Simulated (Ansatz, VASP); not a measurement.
# Cross-check of Al (Al(100)) between VASP and Ansatz

Aim: how closely do two programs agree when they are given the same cell, functional and k mesh? The cell is taken from a series of runs on this material, whose earlier steps may have relaxed, scaled, displaced or heated it; both programs get it as it stands.

Calculated with Ansatz 0.2.0; plane waves, with VASP 6.6.1 beside it; r2SCAN.

## (1) The starting structure

The cell holds 6 atoms: 6 Al. Cell: a = 2.864 Å, b = 2.864 Å, c = 28.125 Å, α = 90.0°, β = 90.0°, γ = 90.0°. Vacuum lies along c.

## (2) VASP: single point, r2SCAN

A single point takes one fixed geometry, so differences don't come from the geometry; what else differs is listed under the comparison.

Lines of VASP's logs that name or quote its potential files are left out, and so is its time.

INCAR reads:

```
SYSTEM = Al
PREC = Accurate
ENCUT = 440
EDIFF = 1E-06
NELM = 120
ISMEAR = -1
SIGMA = 0.1
LREAL = .FALSE.
ALGO = Normal
METAGGA = R2SCAN
LASPH = .TRUE.
NBANDS = 15
LORBIT = 11
LWAVE = .FALSE.
LCHARG = .FALSE.
ISIF = 2
LDIPOL = .TRUE.
IDIPOL = 3
DIPOL = 0.5 0.5 0.5
LVHAR = .TRUE.
GGA_COMPAT = .FALSE.
NELMDL = -8
LMIXTAU = .TRUE.
KPAR = 2
```

POSCAR reads:

```
Al
1.0
    2.8637824638      0.0000000000      0.0000000000
    0.0000000000      2.8637824638      0.0000000000
    0.0000000000      0.0000000000     28.1250000000
Al
6
Direct
    0.5000000000      0.5000000000      0.3200000000
    0.0000000000      0.0000000000      0.3920000000
    0.5000000000      0.5000000000      0.4640000000
    0.0000000000      0.0000000000      0.5360000000
    0.5000000000      0.5000000000      0.6080000000
    0.0000000000      0.0000000000      0.6800000000
```

KPOINTS reads:

```
Automatic mesh
0
Gamma
18 18 1
0 0 0
```

PAW data sets: Al (PBE family, release 64).

On the command line:

```
mpirun -np 2 vasp_std
```

Numbers of over 12 decimals in the logs are rounded to 6 here.

The program printed:

```text
[banner, memory and clock lines left out]
running    2 mpi-ranks, on    1 nodes
 distrk:  each k-point on    1 cores,    2 groups
 distr:  one band on    1 cores,    1 groups

 POSCAR found type information on POSCAR Al
 POSCAR found :  1 types and       6 ions
|                                                                             |
|               ----> ADVICE to this user running VASP <----                  |
|                                                                             |
|     You enforced a specific xc type in the INCAR file but a different       |
|     [... a line on the potential file left out ...]
|     I HOPE YOU KNOW WHAT YOU ARE DOING!                                     |
|                                                                             |

 LDA part: xc-table for (None), standard interpolation
 POSCAR, INCAR and KPOINTS ok, starting setup
 FFT: planning ... GRIDC
 FFT: planning ... GRID_SOFT
 FFT: planning ... GRID
 WAVECAR not read
 entering main loop
       N       E                     dE             d eps       ncg     rms          rms(c)
DAV:   1     0.259463762062E+02    0.25946E+02   -0.53649E+03  1650   0.769E+02
DAV:   2    -0.386963748914E+02   -0.64643E+02   -0.59542E+02  2275   0.126E+02
DAV:   3    -0.410880096737E+02   -0.23916E+01   -0.23408E+01  2273   0.271E+01
DAV:   4    -0.411789174499E+02   -0.90908E-01   -0.90821E-01  2791   0.613E+00
DAV:   5    -0.411813013957E+02   -0.23839E-02   -0.23837E-02  2730   0.825E-01
DAV:   6    -0.411813864847E+02   -0.85089E-04   -0.85088E-04  2798   0.144E-01
DAV:   7    -0.411813907383E+02   -0.42536E-05   -0.42536E-05  2683   0.267E-02
DAV:   8    -0.411813909382E+02   -0.19988E-06   -0.19987E-06  2230   0.531E-03    0.718E+00
DAV:   9    -0.409091493677E+02    0.27224E+00   -0.41772E+00  1991   0.884E+00    0.430E+00
DAV:  10    -0.405322064322E+02    0.37694E+00   -0.31708E+00  1866   0.999E+00    0.273E+00
DAV:  11    -0.400108252600E+02    0.52138E+00   -0.93818E-01  2106   0.497E+00    0.533E-01
DAV:  12    -0.399970971958E+02    0.13728E-01   -0.68070E-02  1987   0.166E+00    0.259E-01
DAV:  13    -0.399086322769E+02    0.88465E-01   -0.40132E-03  2317   0.432E-01    0.219E-01
DAV:  14    -0.397734594084E+02    0.13517E+00   -0.38406E-03  2058   0.369E-01    0.106E-01
[...]
DAV:  50    -0.393080422955E+02   -0.17551E-04   -0.78460E-06  1648   0.238E-02    0.543E-03
DAV:  51    -0.393079436082E+02    0.98687E-04   -0.20393E-05  1657   0.389E-02    0.253E-03
DAV:  52    -0.393079907487E+02   -0.47141E-04   -0.17772E-05  1664   0.371E-02    0.144E-03
DAV:  53    -0.393080067585E+02   -0.16010E-04   -0.24920E-06  1603   0.158E-02    0.117E-03
DAV:  54    -0.393080052703E+02    0.14882E-05   -0.43593E-07  1397   0.640E-03    0.119E-03
DAV:  55    -0.393080209429E+02   -0.15673E-04   -0.27055E-06  1554   0.142E-02    0.123E-03
DAV:  56    -0.393080292499E+02   -0.83070E-05   -0.16905E-06  1504   0.941E-03    0.778E-04
DAV:  57    -0.393080298117E+02   -0.56172E-06   -0.11770E-07  1233   0.333E-03
   1 F= -.39308030E+02 E0= -.39270462E+02  d E =-.751359E-01
```

From OUTCAR (step 2):

```text
ion  position               nearest neighbor table
   1  0.500  0.500  0.320-   2 2.86   2 2.86   2 2.86   2 2.86
   2  0.000  0.000  0.392-   3 2.86   3 2.86   3 2.86   3 2.86   1 2.86   1 2.86   1 2.86   1 2.86

  LATTYP: Found a simple tetragonal cell.
 ALAT       =     2.8637824638
 C/A-ratio  =     9.8209275165

 Subroutine GETGRP returns: Found 16 space group operations
 (whereof  8 operations were pure point group operations)

The static configuration has the point symmetry C_4v.
 The point group associated with its full space group is D_4h.

 Found     55 irreducible k-points:

   k-points           NKPTS =     55   k-points in BZ     NKDIM =     55   number of bands    NBANDS=     15

   dimension x,y,z NGX =    20 NGY =   20 NGZ =  192
   dimension x,y,z NGXF=    40 NGYF=   40 NGZF=  384

   ENCUT  =  440.0 eV  32.34 Ry    5.69 a.u.   4.90  4.90 48.10*2*pi/ulx,y,z

   NELECT =      18.0000    total number of electrons

 k-points in reciprocal lattice and weights: Automatic mesh
   0.00000000  0.00000000  0.00000000       0.003
   0.05555556  0.00000000  0.00000000       0.012
   0.11111111  0.00000000  0.00000000       0.012
   0.16666667  0.00000000  0.00000000       0.012
   0.22222222  0.00000000  0.00000000       0.012
   0.27777778  0.00000000  0.00000000       0.012
   0.33333333  0.00000000  0.00000000       0.012
   0.38888889  0.00000000  0.00000000       0.012
   0.44444444  0.00000000  0.00000000       0.012
[...]
0.50000000  0.44444444  0.00000000       0.012
   0.50000000  0.50000000  0.00000000       0.003

 dipolmoment           0.000000      0.000000     -0.000000 electrons x Angstroem

 average (electrostatic) potential at core
       1 -82.5860       2 -82.6194       3 -82.5827       4 -82.5827       5 -82.6194
       6 -82.5860

 E-fermi :   1.0073

 k-point     1 :       0.0000    0.0000    0.0000
  band No.  band energies     occupation
    ...
      3      -8.6930      2.00000
      4      -7.1450      2.00000
      5      -5.2321      2.00000
      6      -2.9309      2.00000
      7      -1.3520      2.00000
      8       1.6889      0.00219
      9       3.8916      0.00000
     10       5.2136      0.00000
     11       5.4710      0.00000
     12       6.4845      0.00000
    ...

 k-point     2 :       0.0556    0.0000    0.0000
  band No.  band energies     occupation
    ...
      3      -8.6344      2.00000
      4      -7.0869      2.00000
      5      -5.1745      2.00000
      6      -2.8737      2.00000
      7      -1.2968      2.00000
      8       1.7414      0.00130
      9       3.9415      0.00000
     10       5.2635      0.00000
     11       5.4406      0.00000
     12       5.5232      0.00000
    ...

 k-point     3 :       0.1111    0.0000    0.0000
  band No.  band energies     occupation
    ...
      3      -8.4588      2.00000
      4      -6.9127      2.00000
      5      -5.0020      2.00000
      6      -2.7024      2.00000
      7      -1.1314      2.00000
      8       1.8893      0.00030
      9       3.8481      0.00000
     10       4.0162      0.00000
     11       4.5498      0.00000
     12       5.4016      0.00000
    ...

  Total       -3.6297272     -3.6297272     -1.5964539      0.0000000      0.0000000     -0.0000000
  in kB      -25.2122724    -25.2122724    -11.0890511      0.0000000      0.0000000     -0.0000000
  external PRESSURE =     -20.5045320 kB  Pullay stress =       0.0000000 kB

  energy-cutoff  :      440.00
  volume of cell :      230.66
      direct lattice vectors                 reciprocal lattice vectors
     2.863782464  0.000000000  0.000000000     0.349188534  0.000000000  0.000000000
     0.000000000  2.863782464  0.000000000     0.000000000  0.349188534  0.000000000
     0.000000000  0.000000000 28.125000000     0.000000000  0.000000000  0.035555556

 POSITION                                       TOTAL-FORCE (eV/Angst)
 -----------------------------------------------------------------------------------
      1.43189      1.43189      9.00000         0.000000      0.000000      0.113252
      0.00000      0.00000     11.02500        -0.000000      0.000000      0.063789
      1.43189      1.43189     13.05000        -0.000000      0.000000      0.027285
      0.00000      0.00000     15.07500         0.000000      0.000000     -0.027285
      1.43189      1.43189     17.10000         0.000000      0.000000     -0.063789
      0.00000      0.00000     19.12500         0.000000      0.000000     -0.113252
 -----------------------------------------------------------------------------------
    total drift:                                0.000000     -0.000000      0.000000

  FREE ENERGIE OF THE ION-ELECTRON SYSTEM (eV)
  ---------------------------------------------------
  free  energy   TOTEN  =       -39.3080298117 eV

  energy  without entropy=      -39.2328938673  energy(sigma->0) =      -39.27046184

 vacuum level on the upper side and lower side of the slab         5.360         5.360

 total charge
# of ion       s       p       d       tot
------------------------------------------
    1        0.464   0.307   0.000   0.772
    2        0.415   0.354   0.000   0.770
    3        0.420   0.350   0.000   0.770
    4        0.420   0.350   0.000   0.770
    5        0.415   0.354   0.000   0.770
    6        0.464   0.307   0.000   0.772
--------------------------------------------------
tot          2.600   2.024   0.000   4.623

[... 3 further parts left out ...]
```

## (3) Ansatz: single point, r2SCAN

Ansatz runs on its default PAW (the set named soft_2) files.

The same cell, functional, mesh and smearing now go to Ansatz, which takes its cutoff from its data sets.

input.yaml reads:

```yaml
crystal:
  lattice:
    - [2.8637824638, 0.0, 0.0]
    - [0.0, 2.8637824638, 0.0]
    - [0.0, 0.0, 28.125]
  atoms:
    - { symbol: Al, position: [0.5, 0.5, 0.32] }
    - { symbol: Al, position: [0.0, 0.0, 0.392] }
    - { symbol: Al, position: [0.5, 0.5, 0.464] }
    - { symbol: Al, position: [0.0, 0.0, 0.536] }
    - { symbol: Al, position: [0.5, 0.5, 0.608] }
    - { symbol: Al, position: [0.0, 0.0, 0.68] }
kpoints:
  mp_grid: { grid: [18, 18, 1] }
hamiltonian:
  xc: r2scan
scf:
  occupations: { method: fermi_dirac, width: 0.1 }
  convergence: { dr2_threshold: 1.0e-10 }
efield:
  axis: 3
  dipole_correction: true
  ramp_position: 0.97
  ramp_width: 0.06
  amplitude: 0
output:
  forces: true
  write_potential: true
  write_density: true
  volumetric_format: npy
```

On the command line:

```
ansatz run input.yaml --threads 2 --pin off --max-ram 3072MiB --backend cpu --events-out ev --progress --plain --runs-dir out
```

The program printed:

```text
Engine: ansatz 0.2.0, x86_64-unknown-linux-gnu
Pseudopotentials: kind: paw
Pseudopotential: Al, paw, valence charge 3, recommended cutoff 500 eV (meta_gga), Al.paw.azcp
Functional definition: r2SCAN
  parameter k0 = 0.174
  parameter k1 = 0.065
  parameter a1 = 4.9479
  exchange = r2scan_x(k0 = k0, k1 = k1, a1 = a1)
  correlation = r2scan_c
Crystal: 6 atoms, lattice volume = 230.660 Å³
Basis set: ecut = 500 eV, 5911 PW (Γ), exchange–correlation on 96×96×864 points (64 copies of the dense FFT grid, shifted against one another)
Bands: 15, of which v1, the nominal top of the filled ones, is band 9 counted from 1 (8 counted from 0)
Symmetry: 8 space group operations
k-points: 55 of 324
Non-local potential: Al, projectors of the file, l = 0: 2, l = 1: 2, l = 2: 1
PAW form: soft (Blöchl's): semilocal exchange-correlation on the pseudo side does not see the compensation charge
PAW frozen core: Al, regenerated for the run's functional (the file was generated under x = pbe(κ = 0.804, μ = 0.219515), c = pbe(β = 0.066725))
PAW one-centre angular grid: Al, 302 points (default); XC on 160 Gauss nodes
Initial density: superposition of atomic densities (neutral atoms: chi_scale 0, normalization atom), corrected by the library's trained network
Initial wavefunctions: pseudopotential atomic-orbital guess
Functional: x = r2scan, c = r2scan; τ floored in thin density (d = 2e-4 eV/Å³)
SCF iter   1: F=—  HF=-3241.317757 eV  |F-HF|=—  |Δ(HF+E_count)|=         —  Δρ=2.42e-3  dr2=5.74e-2  dr2_τ=2.13e-2  ethr=1.77e-3  p=0.000 e·Å  D=2.66e-14 V/Å  ΔV_dip=-0.00 eV  dr2_dipole=1.29e-8  V_vac-E_F(+/−)=4.09/4.09 eV  ⟨swp⟩=8.6  Hψ=6396  notcnv=0
efield: sawtooth ramp at fractional position 0.9700 (set: `efield.ramp_position`, or a place that a band, a saddle search or an elastic batch's reference lends), width 0.0600; the density the first Hamiltonian is built on has a dipole p = 0.000 e·Å; the dipole correction subtracts the counter field D = 2.66e-14 V/Å, which shifts the + side's vacuum level by -0.00 eV against the − side's; the planar-averaged density in the ramp window peaks in size at 9.4e-6 e/Å³
preconditioner: auto → LDOS  [metal: Δε(μ)=0.066 eV  Ē_g=6.898 eV  σ=0.100 eV  W_gap=0.16  n_scr=14 (ndim 8)  ℏωp=10.4 eV  f_vac=0.469  D(μ)=2.27/eV (n_scr^D=10)  β→1.0]
SCF iter   2: F=—  HF=-3241.357526 eV  |F-HF|=—  |Δ(HF+E_count)|=   3.98e-2  Δρ=7.59e-4  dr2=2.48e-3  dr2_τ=1.50e-5  ethr=3.19e-4  p=-0.000 e·Å  D=-2.80e-6 V/Å  ΔV_dip=0.00 eV  dr2_dipole=8.62e-9  V_vac-E_F(+/−)=4.36/4.36 eV  ⟨swp⟩=3.1  Hψ=2040  notcnv=0  defer=14
SCF iter   3: F=—  HF=-3241.357771 eV  |F-HF|=—  |Δ(HF+E_count)|=   2.45e-4  Δρ=1.74e-4  dr2=1.64e-4  dr2_τ=7.46e-7  ethr=1.38e-5  p=-0.000 e·Å  D=-7.47e-6 V/Å  ΔV_dip=0.00 eV  dr2_dipole=4.52e-10  V_vac-E_F(+/−)=4.34/4.34 eV  ⟨swp⟩=2.7  Hψ=1341  notcnv=0  defer=14
SCF iter   4: F=—  HF=-3241.357822 eV  |F-HF|=—  |Δ(HF+E_count)|=   5.04e-5  Δρ=3.58e-5  dr2=5.07e-6  dr2_τ=2.67e-8  ethr=9.08e-7  p=0.000 e·Å  D=1.71e-6 V/Å  ΔV_dip=-0.00 eV  dr2_dipole=3.13e-10  V_vac-E_F(+/−)=4.34/4.34 eV  ⟨swp⟩=2.2  Hψ=1346  notcnv=0  defer=14
SCF iter   5: F=—  HF=-3241.357825 eV  |F-HF|=—  |Δ(HF+E_count)|=   3.60e-6  Δρ=1.06e-5  dr2=5.41e-7  dr2_τ=2.24e-9  ethr=2.82e-8  p=-0.000 e·Å  D=-1.01e-6 V/Å  ΔV_dip=0.00 eV  dr2_dipole=5.14e-11  V_vac-E_F(+/−)=4.35/4.35 eV  ⟨swp⟩=2.6  Hψ=1516  notcnv=0  defer=14
SCF iter   6: F=—  HF=-3241.357838 eV  |F-HF|=—  |Δ(HF+E_count)|=   1.31e-5  Δρ=2.64e-6  dr2=1.89e-8  dr2_τ=5.49e-11  ethr=3.00e-9  p=-0.000 e·Å  D=-1.93e-8 V/Å  ΔV_dip=0.00 eV  dr2_dipole=6.50e-14  V_vac-E_F(+/−)=4.35/4.35 eV  ⟨swp⟩=2.3  Hψ=1345  notcnv=0  defer=14
SCF iter   7: F=—  HF=-3241.357838 eV  |F-HF|=—  |Δ(HF+E_count)|=   3.05e-8  Δρ=6.15e-7  dr2=2.44e-9  dr2_τ=6.10e-12  ethr=1.05e-10  p=-0.000 e·Å  D=-2.09e-8 V/Å  ΔV_dip=0.00 eV  dr2_dipole=4.69e-16  V_vac-E_F(+/−)=4.35/4.35 eV  ⟨swp⟩=2.3  Hψ=1491  notcnv=0  defer=14
iter 8 met the thresholds in force, and the SCF goes on: an eigenvalue changes by 1.28 meV, over its tolerance of 1.03 meV (output.eigenvalues, Limitations)
SCF iter   8: F=-3241.357838 eV  HF=-3241.357838 eV  |F-HF|=1.47e-10  |Δ(HF+E_count)|=   1.09e-9  Δρ=1.84e-7  dr2=9.52e-11  dr2_τ=3.94e-13  ethr=1.00e-12  p=0.000 e·Å  D=7.98e-9 V/Å  ΔV_dip=-0.00 eV  dr2_dipole=8.78e-15  V_vac-E_F(+/−)=4.35/4.35 eV  ⟨swp⟩=9.9  Hψ=6297  notcnv=0
SCF iter   9: F=-3241.357838 eV  HF=-3241.357838 eV  |F-HF|=2.00e-11  |Δ(HF+E_count)|=  1.82e-10  Δρ=3.81e-8  dr2=3.58e-12  dr2_τ=9.00e-15  ethr=1.00e-12  p=-0.000 e·Å  D=-1.28e-9 V/Å  ΔV_dip=0.00 eV  dr2_dipole=1.50e-15  V_vac-E_F(+/−)=4.35/4.35 eV  ⟨swp⟩=5.7  Hψ=4541  notcnv=0
SCF 1 converged in 9 iterations: F = -3241.357838 eV  dr2 = 3.58e-12
  greatest PAW one-centre occupation: 0.471 electrons in one spin orbital (limit 2), on the Al atom at site 0 (counted from 0), in its partial waves of l = 0
WARN: The output density's exchange-correlation potential varies sharply where the density is thin. Do not read a vacuum level from v_tot or v_xc, or from such a field of the output density. On a cell that repeats whose density bears no net charge and no dipole along the vacuum's axis use v_es (v_loc + v_h of the components); under efield.dipole_correction with no amplitude use v_es + v_field, which holds any externa [...]
SCF converged after 9 iterations
an eigenvalue changed by more than its tolerance at an iteration that met the thresholds in force, so the SCF went on 1 time: the last check found none over its tolerance
Free energy (F): -3241.357838 eV
Harris-Foulkes:  -3241.357838 eV  (|F-HF|=2.00e-11)
Internal energy: -3241.282741 eV  (E = F + TS)
E sigma→0 (E₀):  -3241.320290 eV
Entropy (-TS):   -0.075098 eV (-12.516 meV/atom)
Fermi energy:    0.992288 eV
Dipole field:    D = 0.000000 V/Å  (p = 0.000000 e·Å, saw-weighted, corrected)
Work function:   Φ+ = 4.3453 eV   Φ− = 4.3453 eV
Levels:          The Fermi level and band energies are counted from a zero that moves with the ramp; work functions are not
--- Per-component energies (eV) ---
  E_band       = -62.165952
  E_kinetic    = 132.279656
  E_local      = -5338.080929  (includes V_loc(G=0)·N_el)
  E_nonlocal   = 58.055045
  E_hartree    = 2640.144395
  E_xc         = -216.688683
  E_vxc        = -181.950846  (∫ρ·V_xc dr)
  E_paw        = -2838.172865  (= ΣΔE_a)
  E_vpaw       = -20.023260  (= ΣTr[D̂ρ^β])
  E_aug_tail   = -0.000004  (compensation charges beyond the density's cutoff)
  E_vtau       = 7.265619  (kinetic-family band-sum trace: ∫τ·v_τ [+ j·A + Jᵃ·Aᵃ] dr)
  E_efield     = 0.000000  (sawtooth field / dipole correction)
  E_vefield    = 0.000000  (∫n·V_field dr)
  E_ewald      = 2321.541293
  E_core_change = -0.360648  (= ΣΔE_core)
  E_smearing   = -0.075098  (= −TS)
  E_closure    = -0.000000  (closes the sum)
  Σ components = -3241.357838   (vs F -3241.357838, Δ=0.00e0)
--- Forces (eV/Å), atoms counted from 1 ---
  atom   1  Al    -0.00000000     0.00000000     0.09974423
  atom   2  Al     0.00000000     0.00000000     0.06252053
  atom   3  Al    -0.00000000     0.00000000     0.02754741
  atom   4  Al     0.00000000     0.00000000    -0.02754741
  atom   5  Al     0.00000000     0.00000000    -0.06252055
  atom   6  Al    -0.00000000     0.00000000    -0.09974422
  max |Σ_I F_I| component: 4.13e-9 eV/Å
--- Band table (eV; the first three rows and the last of 55) ---
  k-point 0: bands = [... 5 lower, -2.9458, -1.3700, 1.6716, 3.8709, 5.1831, 5.4318, 6.4603, 6.5755, ... 2 higher]
  k-point 1: bands = [... 5 lower, -2.8886, -1.3147, 1.7241, 3.9208, 5.2335, 5.4264, 5.4841, 6.0536, ... 2 higher]
  k-point 2: bands = [... 5 lower, -2.7172, -1.1491, 1.8720, 3.8343, 3.9969, 4.5341, 5.3755, 5.5333, ... 2 higher]
  k-point 54: bands = [... 5 lower, -0.4233, -0.2241, -0.2241, 0.2180, 0.2180, 1.2315, 1.2315, 1.4510, ... 2 higher]
```

Reading the cycles: dr2 is the Hartree energy of the density residual (eV), the measure of convergence; HF is the Harris–Foulkes estimate of the energy, which meets the free energy F at convergence.

## (4) Side by side

Known differences besides the potentials themselves: VASP keeps PBE cores, Ansatz makes them for the functional; the cutoff is 500 eV in Ansatz and 440 eV in VASP. Total energies have different zeros and are not compared.

Both answers:

```csv
quantity,Ansatz,VASP,difference
"work function, lower of the two faces (eV)",4.35,4.35,-0.01
"work function, higher of the two faces (eV)",4.35,4.35,-0.01
```

Forces (eV/Å; atoms numbered as in POSCAR):

```csv
atom,"Ansatz x, y, z","VASP x, y, z"
Al1,"0.000, 0.000, 0.100","0.000, 0.000, 0.113"
Al2,"0.000, 0.000, 0.063","0.000, 0.000, 0.064"
Al3,"0.000, 0.000, 0.028","0.000, 0.000, 0.027"
Al4,"0.000, 0.000, -0.028","0.000, 0.000, -0.027"
Al5,"0.000, 0.000, -0.063","0.000, 0.000, -0.064"
Al6,"0.000, 0.000, -0.100","0.000, 0.000, -0.113"
```

The forces differ by 4.5 meV/Å r.m.s., which is 10.2 % of the r.m.s. force of 0.044 eV/Å (both taken over all components). Where the cell holds vacuum, a pressure given here is an average over it and none of the material.

## (5) Outcome

| Item | Value |
| --- | --- |
| r.m.s. force difference (single point, r2SCAN) | 4.5 meV/Å |

The r.m.s. force difference is 4.5 meV/Å (single point, r2SCAN), within the 12 meV/Å picked in this series as the mark of a large difference. How closely two codes agree says nothing of how well the functional describes the real material.

[Lines on the potential files, build, host, timing and source positions are cut from VASP's logs without a mark.]

[Logs are printed without paths, hosts, clocks, repeated set-up lines and the standing remarks that a program may print on its own settings, such as how far it seeks lower states.]

[Hosts, paths, dates, database ids (printed as entryN), source tags and the programs' standing remarks are cut or masked in the printed files.]
